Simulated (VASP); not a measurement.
Input:

```
CELL_PARAMETERS angstrom
      0.00000     2.82871     2.82871
      2.82871     0.00000     2.82871
      2.82871     2.82871     0.00000
ATOMIC_POSITIONS crystal
  Zn 0.00000 0.00000 0.00000
  Se 0.25000 0.25000 0.25000
```

Method: AM05 GGA, VASP's PBE PAW potentials (set 64) (plane waves; VASP). Numerical set-up: 520 eV cut-off, 9×9×9 Γ-centred mesh, tetrahedra with Blöchl corrections, potentials Zn Se.

### Question
Estimate the energy per atom (σ→0), band gap (on the k-mesh) with the smallest direct gap where there is one.

### Answer

| Item | Value |
|---|---|
| band gap (on the k-mesh) | 1.30 eV |
| smallest direct gap (on the k-mesh) | 1.30 eV |
| energy per atom (σ→0) | -3.157 eV/atom |

The compound is ZnSe in the zinc blende structure. It was relaxed first.
